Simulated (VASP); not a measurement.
Data:

```
CELL_PARAMETERS angstrom
      0.00000     2.73242     2.73242
      2.73242     0.00000     2.73242
      2.73242     2.73242     0.00000
ATOMIC_POSITIONS crystal
  Ca 0.00000 0.00000 0.00000
```

These are rev-vdW-DF2, VASP's PBE PAW potentials (set 64) (plane waves; VASP 6.6.1) values and carry that method's errors. Settings: 520 eV cut-off, 13×13×13 Γ-centred mesh, tetrahedra with Blöchl corrections, potentials Ca_sv.

Problem. Tabulate the total density of states (states/eV per cell) against energy (eV; zero at the valence-band maximum or, without a gap, the Fermi level).

Solution. 
(E (eV), DOS (states/eV)): (-9.93, 0.00); (-9.42, 0.00); (-8.80, 0.00); (-8.28, 0.00); (-7.67, 0.00); (-7.15, 0.00); (-6.64, 0.00); (-6.02, 0.00); (-5.50, 0.00); (-4.88, 0.00); (-4.37, 0.00); (-3.75, 0.13); (-3.24, 0.22); (-2.72, 0.30); (-2.10, 0.41); (-1.59, 0.53); (-0.97, 0.81); (-0.46, 0.97); (0.16, 1.00); (0.68, 1.98); (1.19, 1.96); (1.81, 1.31); (2.32, 1.73); (2.94, 2.18); (3.46, 1.43)
Within 2 eV below the Fermi level the largest weight inside VASP's projection spheres is Ca d, then Ca s.

The compound is Ca in the fcc structure. It was relaxed first, which changed the volume by -6 %.
